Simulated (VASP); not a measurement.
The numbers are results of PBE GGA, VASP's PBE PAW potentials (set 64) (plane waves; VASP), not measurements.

VASP ran on this input.

**POSCAR**
```
Rh
1
    0.0000000000     1.8850970000     1.8850970000
    1.8850970000     0.0000000000     1.8850970000
    1.8850970000     1.8850970000     0.0000000000
Rh
1
Direct
  0.0000000000   0.0000000000   0.0000000000
```

INCAR:
```
SYSTEM = Rh
PREC = Accurate
ENCUT = 300
EDIFF = 1E-6
NELM = 100
ALGO = Normal
LREAL = .FALSE.
LASPH = .TRUE.
ISMEAR = 0
SIGMA = 0.1
GGA = PE
LMAXMIX = 4
LWAVE = .FALSE.
LCHARG = .FALSE.
ISIF = 3
IBRION = 2
NSW = 50
EDIFFG = -0.01
PSTRESS = -20
```

File KPOINTS:
```
Automatic mesh
0
Gamma
12 12 12
0.5 0.5 0.5
```

POTCAR, in this order: Rh_pv (PBE.64 set). Program: vasp_std.

The resulting files:

File OSZICAR:
```
       N       E                     dE             d eps       ncg     rms          rms(c)
DAV:   1     0.725531919910E+02    0.72553E+02   -0.70472E+03  4195   0.988E+02
DAV:   2    -0.687257974408E+01   -0.79426E+02   -0.75942E+02  4172   0.297E+02
DAV:   3    -0.772128637974E+01   -0.84871E+00   -0.84644E+00  4631   0.352E+01
DAV:   4    -0.772555960983E+01   -0.42732E-02   -0.42728E-02  4334   0.247E+00
DAV:   5    -0.772562005477E+01   -0.60445E-04   -0.60444E-04  4573   0.262E-01    0.107E+01
DAV:   6    -0.726504519576E+01    0.46057E+00   -0.10268E+00  4181   0.151E+01    0.395E+00
DAV:   7    -0.724471517011E+01    0.20330E-01   -0.24156E-02  4523   0.202E+00    0.180E+00
DAV:   8    -0.724089970101E+01    0.38155E-02   -0.34668E-03  4160   0.948E-01    0.202E-01
DAV:   9    -0.724078610615E+01    0.11359E-03   -0.66049E-05  4658   0.125E-01    0.148E-02
DAV:  10    -0.724078845633E+01   -0.23502E-05   -0.17597E-06  3621   0.168E-02    0.183E-03
DAV:  11    -0.724078842212E+01    0.34214E-07   -0.16817E-07  2230   0.594E-03
   1 F= -.74080324E+01 E0= -.74048909E+01  d E =-.740803E+01
       N       E                     dE             d eps       ncg     rms          rms(c)
DAV:   1    -0.175858826162E+02   -0.10345E+02   -0.16159E+02  4100   0.212E+02    0.334E+01
DAV:   2    -0.702613742705E+01    0.10560E+02   -0.28614E+01  4064   0.712E+01    0.140E+01
DAV:   3    -0.705410181888E+01   -0.27964E-01   -0.18881E-01  4324   0.439E+00    0.873E+00
DAV:   4    -0.708676346987E+01   -0.32662E-01   -0.51038E-02  4364   0.282E+00    0.136E+00
DAV:   5    -0.708957397635E+01   -0.28105E-02   -0.19257E-03  4556   0.446E-01    0.303E-01
DAV:   6    -0.708929538636E+01    0.27859E-03   -0.15662E-04  4205   0.193E-01    0.958E-03
DAV:   7    -0.708929199213E+01    0.33942E-05   -0.29616E-06  4369   0.241E-02    0.772E-03
DAV:   8    -0.708929005143E+01    0.19407E-05   -0.11953E-07  2230   0.511E-03    0.214E-03
DAV:   9    -0.708929039174E+01   -0.34031E-06   -0.19978E-08  2065   0.204E-03
   2 F= -.72893164E+01 E0= -.72849112E+01  d E =0.118716E+00
       N       E                     dE             d eps       ncg     rms          rms(c)
DAV:   1    -0.119045630833E+02   -0.48153E+01   -0.65465E+01  4157   0.125E+02    0.193E+01
DAV:   2    -0.731930916651E+01    0.45853E+01   -0.11440E+01  4076   0.501E+01    0.400E+00
DAV:   3    -0.725700276920E+01    0.62306E-01   -0.18648E-01  4346   0.565E+00    0.243E+00
DAV:   4    -0.726258372677E+01   -0.55810E-02   -0.16884E-02  4310   0.161E+00    0.787E-01
DAV:   5    -0.726488696689E+01   -0.23032E-02   -0.25428E-03  4514   0.548E-01    0.674E-02
DAV:   6    -0.726471432317E+01    0.17264E-03   -0.78029E-05  4208   0.120E-01    0.163E-02
DAV:   7    -0.726470788312E+01    0.64400E-05   -0.90202E-06  4502   0.458E-02    0.180E-03
DAV:   8    -0.726470894087E+01   -0.10577E-05   -0.84036E-08  2293   0.425E-03    0.589E-04
DAV:   9    -0.726470895996E+01   -0.19090E-07   -0.96738E-09  2059   0.121E-03
   3 F= -.74418632E+01 E0= -.74383739E+01  d E =-.338308E-01
       N       E                     dE             d eps       ncg     rms          rms(c)
DAV:   1    -0.726756364936E+01   -0.28547E-02   -0.32841E-02  4169   0.296E+00    0.333E-01
DAV:   2    -0.726527517446E+01    0.22885E-02   -0.57115E-03  4136   0.112E+00    0.574E-02
DAV:   3    -0.726526829228E+01    0.68822E-05   -0.46703E-05  4322   0.866E-02    0.346E-02
DAV:   4    -0.726528111128E+01   -0.12819E-04   -0.16428E-05  4277   0.518E-02    0.303E-03
DAV:   5    -0.726528028094E+01    0.83034E-06   -0.28246E-07  2557   0.813E-03
   4 F= -.74419579E+01 E0= -.74384861E+01  d E =-.339255E-01
```

**OUTCAR**
```
------------------------ aborting loop because EDIFF is reached ----------------------------------------
  FORCE on cell =-STRESS in cart. coord.  units (eV):
  Direction    XX          YY          ZZ          XY          YZ          ZX
  --------------------------------------------------------------------------------------
  Total       -0.1820848     -0.1820848     -0.1820848      0.0000000      0.0000000      0.0000000
  in kB      -20.6121000    -20.6121000    -20.6121000      0.0000000      0.0000000      0.0000000
  external PRESSURE =      -0.6121000 kB  Pullay stress =     -20.0000000 kB
  volume of cell :       14.15
      direct lattice vectors                 reciprocal lattice vectors
     0.000000000  1.919894472  1.919894472    -0.260430981  0.260430981  0.260430981
     1.919894472  0.000000000  1.919894472     0.260430981 -0.260430981  0.260430981
     1.919894472  1.919894472  0.000000000     0.260430981  0.260430981 -0.260430981
 POSITION                                       TOTAL-FORCE (eV/Angst)
 -----------------------------------------------------------------------------------
      0.00000      0.00000      0.00000        -0.000000      0.000000      0.000000
 -----------------------------------------------------------------------------------
    total drift:                                0.000000      0.000000     -0.000000
  FREE ENERGIE OF THE ION-ELECTRON SYSTEM (eV)
  ---------------------------------------------------
  free  energy   TOTEN  =        -7.2652802809 eV

  energy  without entropy=       -7.2583367710  energy(sigma->0) =       -7.26180853
  enthalpy is  TOTEN    =        -7.4419578779 eV   P V=       -0.1766775970

 reached required accuracy - stopping structural energy minimisation
```
(Selected blocks of OUTCAR.)

CONTCAR:
```
Rh
   1.00000000000000
     0.0000000000000000    1.9198944724718241    1.9198944724718241
     1.9198944724718241    0.0000000000000000    1.9198944724718241
     1.9198944724718241    1.9198944724718241    0.0000000000000000
  Rh
     1
Direct
     0.0000000000000000    0.0000000000000000    0.0000000000000000
```

At this cut-off the stress carries a Pulay error, which pulls relaxed volumes low. Energy and stress use the plane-wave basis of the starting cell.

The structure comes from a computed database's Rh entry; how it stands against other phases isn't given here. This run relaxes it under an external pressure of -2 GPa. Symmetry was kept, so distortions that lower it aren't found. The run is one of a series of settings (EDIFFG = -0.01, IBRION = 2, ISIF = 3, NSW = 50, PSTRESS = -20 against the base run), some of them coarse on purpose.
